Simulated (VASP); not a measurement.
Crystal: Si3Ge.

```xyz
16
Lattice="0.0000 5.4848 5.4848 5.4848 0.0000 5.4848 5.4848 5.4848 0.0000" Properties=species:S:1:pos:R:3 pbc="T T T"
Ge    4.1136    4.1136    4.1136
Ge    6.8560    6.8560    4.1136
Ge    6.8560    4.1136    6.8560
Ge    5.4848    5.4848    2.7424
Si    9.5984    6.8560    6.8560
Si    4.1136    6.8560    6.8560
Si    6.8560    9.5984    6.8560
Si    6.8560    6.8560    9.5984
Si    9.5984    9.5984    9.5984
Si    2.7424    2.7424    2.7424
Si    5.4848    2.7424    5.4848
Si    8.2272    5.4848    5.4848
Si    2.7424    5.4848    5.4848
Si    5.4848    8.2272    5.4848
Si    5.4848    5.4848    8.2272
Si    8.2272    8.2272    8.2272
```

The cell was built by a generator and needn't be a form met in nature.

- Program: VASP 6.6.1
- Task: relaxation of cell and atoms
- Functional: PBEsol
- Potentials or basis: VASP PAW PBE potentials, release 64 (Ge_d, Si)
- Cutoff: 600 eV
- k mesh: 6 × 6 × 6
- Occupations: gaussian, width 0.03 eV
- Spin: no spin polarisation

At the start: pressure 0.2 GPa; volume 20.62 Å³/atom.

Task: How do energy, volume and symmetry change on relaxing?

Result: Over 9 steps the energy falls by 4.1 meV/atom and the volume is 20.65 Å³/atom (+0.1 %); space group Cm (No. 8, to 0.05 Å).

Step by step:
```csv
step,energy change (eV),largest force (eV/Å),pressure (GPa),volume (Å³)
1,0.0000,0.5326,0.16,330.00
2,-0.0609,0.1209,-0.11,330.98
3,-0.0642,0.0456,-0.20,331.27
4,-0.0651,0.0281,0.12,329.98
5,-0.0653,0.0266,0.06,330.35
6,-0.0653,0.0268,-0.03,330.41
7,-0.0653,0.0233,0.06,330.36
8,-0.0653,0.0259,0.00,330.39
9,-0.0654,0.0098,0.02,330.40
```

Final structure:
```cif
data_structure
_symmetry_space_group_name_H-M 'P 1'
_symmetry_Int_Tables_number 1
_cell_length_a 7.7595
_cell_length_b 7.7602
_cell_length_c 7.7601
_cell_angle_alpha 60.001
_cell_angle_beta 59.997
_cell_angle_gamma 59.997
_cell_volume 330.40
loop_
_atom_site_label
_atom_site_type_symbol
_atom_site_fract_x
_atom_site_fract_y
_atom_site_fract_z
_atom_site_occupancy
Ge1 Ge 0.37649 0.37652 0.37053 1
Ge2 Ge 0.37649 0.37652 0.87646 1
Ge3 Ge 0.37508 0.87500 0.37496 1
Ge4 Ge 0.24697 0.24711 0.75296 1
Si1 Si 0.37633 0.87091 0.87638 1
Si2 Si 0.87499 0.37514 0.37493 1
Si3 Si 0.87088 0.37637 0.87638 1
Si4 Si 0.87500 0.87498 0.37488 1
Si5 Si 0.87500 0.87498 0.87514 1
Si6 Si 0.24599 0.25123 0.25139 1
Si7 Si 0.24722 0.75272 0.24739 1
Si8 Si 0.24722 0.75272 0.75267 1
Si9 Si 0.75409 0.24857 0.24856 1
Si10 Si 0.75409 0.24857 0.74878 1
Si11 Si 0.75405 0.74875 0.24860 1
Si12 Si 0.75010 0.74990 0.75000 1
```

Caveat: the PAW data sets were made with another functional, which shifts forces and pressure a little.
